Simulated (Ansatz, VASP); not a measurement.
# SnSe2: VASP beside Ansatz, part 2 of 2

One calculation is typed for both programs; each brings its own data sets. How far apart do they land? The cell is generated by rule, not measured, and may not be a known phase. The cell is taken from a series of runs on this material, whose earlier steps may have relaxed, scaled, displaced or heated it; both programs get it as it stands.

VASP 6.6.1 and Ansatz 0.2.0.

So far: Starting point; Ansatz: relaxation of cell and atoms, r2SCAN.

### 3. VASP: relaxation of cell and atoms, r2SCAN

Level of this step: r2SCAN; plane waves and PAW (Sn_d, Se); invented cell (VASP).

The same cell, functional, mesh and smearing now go to VASP, with its own data sets.

Lines of VASP's logs that name or quote its potential files are left out, and so is its time.

INCAR

```
SYSTEM = SnSe2
PREC = Accurate
ENCUT = 550
EDIFF = 1E-07
NELM = 120
ISMEAR = 0
SIGMA = 0.1
LREAL = .FALSE.
ALGO = Normal
METAGGA = R2SCAN
LASPH = .TRUE.
NBANDS = 32
LORBIT = 11
LWAVE = .FALSE.
LCHARG = .FALSE.
ISIF = 3
IBRION = 2
NSW = 80
EDIFFG = -0.005
GGA_COMPAT = .FALSE.
NELMIN = 4
LMIXTAU = .TRUE.
KPAR = 2
```

POSCAR

```
SnSe2
1.0
    6.4777630000      0.0000000000      0.0000000000
    0.0000000000      6.4777630000      0.0000000000
    0.0000000000      0.0000000000      3.9760140000
Sn Se
2 4
Direct
    0.0000000000      0.0000000000      0.0000000000
    0.5000000772      0.5000000772      0.5000000000
    0.3067897050      0.3067897050      0.0000000000
    0.6932102950      0.6932102950      0.0000000000
    0.8067897822      0.1932102178      0.5000000000
    0.1932102178      0.8067897822      0.5000000000
```

KPOINTS

```
Automatic mesh
0
Gamma
6 6 10
0 0 0
```

Potentials, in the order of the species: Sn_d and Se (PBE family, release 64).

Run with:

```bash
> mpirun -np 2 vasp_std
```

Numbers of over 12 decimals in the logs are rounded to 6 here.

The log of the run:

```text
[banner, memory and clock lines left out]
running    2 mpi-ranks, on    1 nodes
 distrk:  each k-point on    1 cores,    2 groups
 distr:  one band on    1 cores,    1 groups

 POSCAR found type information on POSCAR SnSe
 POSCAR found :  2 types and       6 ions
|                                                                             |
|               ----> ADVICE to this user running VASP <----                  |
|                                                                             |
|     You enforced a specific xc type in the INCAR file but a different       |
|     [... a line on the potential file left out ...]
|     I HOPE YOU KNOW WHAT YOU ARE DOING!                                     |
|                                                                             |

 LDA part: xc-table for (None), standard interpolation
 POSCAR, INCAR and KPOINTS ok, starting setup
 FFT: planning ... GRIDC
 FFT: planning ... GRID_SOFT
 FFT: planning ... GRID
 WAVECAR not read
 entering main loop
       N       E                     dE             d eps       ncg     rms          rms(c)
DAV:   1     0.429306313447E+03    0.42931E+03   -0.24958E+04  3920   0.194E+03
DAV:   2    -0.372371884441E+02   -0.46654E+03   -0.45438E+03  3936   0.513E+02
DAV:   3    -0.113342098411E+03   -0.76105E+02   -0.74453E+02  4704   0.178E+02
DAV:   4    -0.117269535583E+03   -0.39274E+01   -0.38981E+01  4512   0.433E+01
DAV:   5    -0.117386484200E+03   -0.11695E+00   -0.11689E+00  5816   0.774E+00    0.786E+00
DAV:   6    -0.112110381610E+03    0.52761E+01   -0.36488E+00  5352   0.234E+01    0.527E+00
DAV:   7    -0.106169004950E+03    0.59414E+01   -0.17864E+00  4584   0.709E+00    0.178E+00
DAV:   8    -0.107871896996E+03   -0.17029E+01   -0.14147E+00  4296   0.734E+00    0.107E+00
DAV:   9    -0.107860842925E+03    0.11054E-01   -0.23810E-01  4216   0.304E+00    0.651E-01
DAV:  10    -0.107903675891E+03   -0.42833E-01   -0.34313E-02  4584   0.146E+00    0.339E-01
DAV:  11    -0.108005193884E+03   -0.10152E+00   -0.16272E-01  3928   0.278E+00    0.197E-01
DAV:  12    -0.108010346990E+03   -0.51531E-02   -0.97887E-03  4704   0.580E-01    0.215E-01
DAV:  13    -0.108014075723E+03   -0.37287E-02   -0.57376E-04  4344   0.178E-01    0.157E-01
DAV:  14    -0.108019226934E+03   -0.51512E-02   -0.20618E-03  4120   0.372E-01    0.117E-01
DAV:  15    -0.108022616183E+03   -0.33892E-02   -0.67093E-03  4088   0.665E-01    0.199E-01
DAV:  16    -0.108022204876E+03    0.41131E-03   -0.46472E-04  4640   0.178E-01    0.145E-01
DAV:  17    -0.108022499637E+03   -0.29476E-03   -0.54169E-04  4544   0.178E-01    0.255E-02
DAV:  18    -0.108022647229E+03   -0.14759E-03   -0.13431E-04  4504   0.780E-02    0.115E-02
DAV:  19    -0.108022655582E+03   -0.83529E-05   -0.17822E-05  4528   0.336E-02    0.257E-02
DAV:  20    -0.108022656387E+03   -0.80470E-06   -0.11876E-05  4744   0.288E-02    0.386E-03
DAV:  21    -0.108022656447E+03   -0.60529E-07   -0.23353E-06  3704   0.115E-02    0.247E-03
DAV:  22    -0.108022657840E+03   -0.13931E-05   -0.85908E-07  3832   0.727E-03    0.242E-03
DAV:  23    -0.108022657891E+03   -0.50916E-07   -0.73705E-08  2816   0.238E-03
   1 F= -.10802266E+03 E0= -.10802024E+03  d E =-.108023E+03
 curvature:   0.00 expect dE= 0.000E+00 dE for cont linesearch  0.000E+00
 trial: gam= 0.00000 g(F)=  0.152E-05 g(S)=  0.324E-04 ort = 0.000E+00 (trialstep = 0.100E+01)
 search vector abs. value=  0.339E-04
 bond charge predicted
       N       E                     dE             d eps       ncg     rms          rms(c)
DAV:   1    -0.108022801158E+03   -0.14332E-03   -0.44162E-03  5032   0.719E-01    0.740E-02
DAV:   2    -0.108022705874E+03    0.95284E-04   -0.32946E-04  4976   0.211E-01    0.349E-02
DAV:   3    -0.108022665248E+03    0.40626E-04   -0.99999E-05  4968   0.119E-01    0.958E-03
DAV:   4    -0.108022664076E+03    0.11719E-05   -0.24552E-05  4064   0.361E-02    0.452E-03
DAV:   5    -0.108022663792E+03    0.28329E-06   -0.98578E-06  4016   0.228E-02    0.251E-03
DAV:   6    -0.108022665197E+03   -0.14050E-05   -0.38708E-06  4064   0.141E-02    0.125E-03
DAV:   7    -0.108022665595E+03   -0.39729E-06   -0.36243E-07  3928   0.496E-03    0.578E-04
DAV:   8    -0.108022665635E+03   -0.40664E-07   -0.83904E-08  2608   0.240E-03
   2 F= -.10802267E+03 E0= -.10802023E+03  d E =-.774415E-05
 trial-energy change:   -0.000008  1 .order   -0.000013   -0.000034    0.000008
 step:   0.6365(harm=  0.8101)  dis= 0.00006  next Energy=  -108.022667 (dE=-0.944E-05)
 bond charge predicted
       N       E                     dE             d eps       ncg     rms          rms(c)
DAV:   1    -0.108022683660E+03   -0.18065E-04   -0.58303E-04  5024   0.261E-01    0.269E-02
DAV:   2    -0.108022669435E+03    0.14225E-04   -0.43613E-05  4984   0.767E-02    0.127E-02
DAV:   3    -0.108022664443E+03    0.49916E-05   -0.13154E-05  4952   0.432E-02    0.350E-03
DAV:   4    -0.108022665829E+03   -0.13859E-05   -0.32587E-06  4024   0.132E-02    0.163E-03
DAV:   5    -0.108022666364E+03   -0.53556E-06   -0.13523E-06  4008   0.845E-03    0.920E-04
DAV:   6    -0.108022667067E+03   -0.70238E-06   -0.51244E-07  3592   0.514E-03    0.463E-04
DAV:   7    -0.108022667091E+03   -0.24141E-07   -0.46421E-08  2368   0.225E-03
   3 F= -.10802267E+03 E0= -.10802024E+03  d E =-.919965E-05
 curvature:  -0.07 expect dE=-0.496E-06 dE for cont linesearch -0.810E-07
 trial: gam= 0.03022 g(F)=  0.950E-07 g(S)=  0.735E-05 ort = 0.642E-05 (trialstep = 0.927E+00)
 search vector abs. value=  0.787E-05
 reached required accuracy - stopping structural energy minimisation
```

Parts of OUTCAR (step 3):

```text
ion  position               nearest neighbor table
   1  0.000  0.000  0.000-   5 2.66   6 2.66   5 2.66   6 2.66   3 2.81   4 2.81
   2  0.500  0.500  0.500-   4 2.66   4 2.66   3 2.66   3 2.66   5 2.81   6 2.81
   3  0.307  0.307  0.000-   2 2.66   2 2.66   1 2.81
   4  0.693  0.693  0.000-   2 2.66   2 2.66   1 2.81
   5  0.807  0.193  0.500-   1 2.66   1 2.66   2 2.81
   6  0.193  0.807  0.500-   1 2.66   1 2.66   2 2.81

  LATTYP: Found a simple tetragonal cell.
 ALAT       =     6.4777630000
 C/A-ratio  =     0.6137942991

 Subroutine GETGRP returns: Found 16 space group operations
 (whereof  8 operations were pure point group operations)

The static configuration has the point symmetry D_2h.
 The point group associated with its full space group is D_4h.

 Found     60 irreducible k-points:

   k-points           NKPTS =     60   k-points in BZ     NKDIM =     60   number of bands    NBANDS=     32

   dimension x,y,z NGX =    50 NGY =   50 NGZ =   30
   dimension x,y,z NGXF=   100 NGYF=  100 NGZF=   60

   ENCUT  =  550.0 eV  40.42 Ry    6.36 a.u.  12.39 12.39  7.60*2*pi/ulx,y,z

   NELECT =      52.0000    total number of electrons

 k-points in reciprocal lattice and weights: Automatic mesh
   0.00000000  0.00000000  0.00000000       0.003
   0.16666667  0.00000000  0.00000000       0.011
   0.33333333  0.00000000  0.00000000       0.011
   0.50000000  0.00000000  0.00000000       0.006
   0.16666667  0.16666667  0.00000000       0.011
   0.33333333  0.16666667  0.00000000       0.022
   0.50000000  0.16666667  0.00000000       0.011
   0.33333333  0.33333333  0.00000000       0.011
   0.50000000  0.33333333  0.00000000       0.011
[...]
0.50000000  0.33333333  0.50000000       0.011
   0.50000000  0.50000000  0.50000000       0.003

 average (electrostatic) potential at core
       1-109.4736       2-109.4736       3 -58.6263       4 -58.6263       5 -58.6263
       6 -58.6263

 E-fermi :   3.5303

 k-point     1 :       0.0000    0.0000    0.0000
  band No.  band energies     occupation
    ...
     22       2.3205      2.00000
     23       2.4369      2.00000
     24       2.4370      2.00000
     25       3.0962      2.00000
     26       3.0962      2.00000
     27       3.8214      0.00004
     28       5.1218      0.00000
     29       6.3923      0.00000
     30       6.3923      0.00000
     31       7.3951      0.00000
    ...

 k-point     2 :       0.1667    0.0000    0.0000
  band No.  band energies     occupation
    ...
     22       1.9525      2.00000
     23       2.4575      2.00000
     24       2.4960      2.00000
     25       3.0896      2.00000
     26       3.2195      1.99999
     27       3.6720      0.04505
     28       5.0749      0.00000
     29       6.4451      0.00000
     30       6.5761      0.00000
     31       7.5277      0.00000
    ...

 k-point     3 :       0.3333    0.0000    0.0000
  band No.  band energies     occupation
    ...
     22       1.5147      2.00000
     23       2.5085      2.00000
     24       2.5623      2.00000
     25       3.0007      2.00000
     26       3.0510      2.00000
     27       3.7893      0.00025
     28       4.8078      0.00000
     29       6.6593      0.00000
     30       6.9653      0.00000
     31       7.9103      0.00000
    ...

  Total       -0.0178071     -0.0178071      0.0167436     -0.0000000      0.0000000      0.0000000
  in kB       -0.1709345     -0.1709345      0.1607257     -0.0000000      0.0000000      0.0000000
  external PRESSURE =      -0.0603811 kB  Pullay stress =       0.0000000 kB

  energy-cutoff  :      550.00
  volume of cell :      166.91
      direct lattice vectors                 reciprocal lattice vectors
     6.478035670  0.000000000  0.000000000     0.154367782 -0.000000000  0.000000000
     0.000000000  6.478035670  0.000000000    -0.000000000  0.154367782  0.000000000
     0.000000000  0.000000000  3.977283492     0.000000000  0.000000000  0.251427891

 POSITION                                       TOTAL-FORCE (eV/Angst)
 -----------------------------------------------------------------------------------
      0.00000      0.00000      0.00000        -0.000000      0.000000      0.000000
      3.23902      3.23902      1.98864         0.000000      0.000000      0.000000
      1.98733      1.98733      0.00000        -0.000496     -0.000496      0.000000
      4.49070      4.49070      0.00000         0.000496      0.000496      0.000000
      5.22635      1.25168      1.98864        -0.000496      0.000496      0.000000
      1.25168      5.22635      1.98864         0.000496     -0.000496      0.000000
 -----------------------------------------------------------------------------------
    total drift:                               -0.000261     -0.000261     -0.000002

  FREE ENERGIE OF THE ION-ELECTRON SYSTEM (eV)
  ---------------------------------------------------
  free  energy   TOTEN  =      -108.0226670909 eV

  energy  without entropy=     -108.0178049687  energy(sigma->0) =     -108.02023603

 reached required accuracy - stopping structural energy minimisation

 total charge
# of ion       s       p       d       tot
------------------------------------------
    1        1.052   0.986  10.091  12.129
    2        1.052   0.986  10.091  12.129
    3        1.471   2.373   0.023   3.867
    4        1.471   2.373   0.023   3.867
    5        1.471   2.373   0.023   3.867
    6        1.471   2.373   0.023   3.867
--------------------------------------------------
tot          7.987  11.465  20.274  39.727

[... 3 further parts left out ...]
```

CONTCAR:

```
SnSe2
   1.00000000000000
     6.4780356699579942    0.0000000000000000    0.0000000000000000
     0.0000000000000000    6.4780356699579942    0.0000000000000000
     0.0000000000000000    0.0000000000000000    3.9772834921091813
  Sn              Se
     2     4
Direct
     0.0000000000000000    0.0000000000000000    0.0000000000000000
     0.5000000771999993    0.5000000771999993    0.5000000000000000
     0.3067803013078510    0.3067803013078510    0.0000000000000000
     0.6932196986921489    0.6932196986921489    0.0000000000000000
     0.8067803785078503    0.1932196214921497    0.5000000000000000
     0.1932196214921497    0.8067803785078503    0.5000000000000000
```

The run keeps the 16 symmetry operations of its start, so it cannot find a distortion of lower symmetry.

### 4. Side by side

Known differences besides the potentials themselves: VASP keeps PBE cores, Ansatz makes them for the functional; the data sets hold 92 valence electrons in Ansatz (on its default PAW (the set named soft_2) files) and 52 in VASP; the cutoff is 500 eV in Ansatz and 550 eV in VASP; Ansatz adds a Pulay correction to the stress that steers its cell, VASP none. Total energies have different zeros and are not compared.

The two programs side by side:

| quantity | Ansatz | VASP | difference |
| --- | --- | --- | --- |
| volume (Å³) | 166.84 | 166.91 | -0.04 % |
| edge a after relaxation, in the typed setting (Å) | 6.478 | 6.478 | +0.00 % |
| edge c after relaxation, in the typed setting (Å) | 3.976 | 3.977 | -0.03 % |

### 5. Results

```
difference in volume (relaxation of cell and atoms, r2SCAN) : -0.040 %
```

In words: The difference in volume is -0.040 % (relaxation of cell and atoms, r2SCAN), within the 1.2 % picked in this series as the mark of a large difference, as far as the stopping tolerances let one tell. The data sets hold unlike numbers of valence electrons (92 in Ansatz and 52 in VASP), so part of the differences comes from the potentials. How closely two codes agree says nothing of how well the functional describes the real material.

[Lines on the potential files, build, host, timing and source positions are cut from VASP's logs without a mark.]

[Logs are printed without paths, hosts, clocks, repeated set-up lines and the standing remarks that a program may print on its own settings, such as how far it seeks lower states.]

[Hosts, paths, dates, database ids (printed as entryN), source tags and the programs' standing remarks are cut or masked in the printed files.]
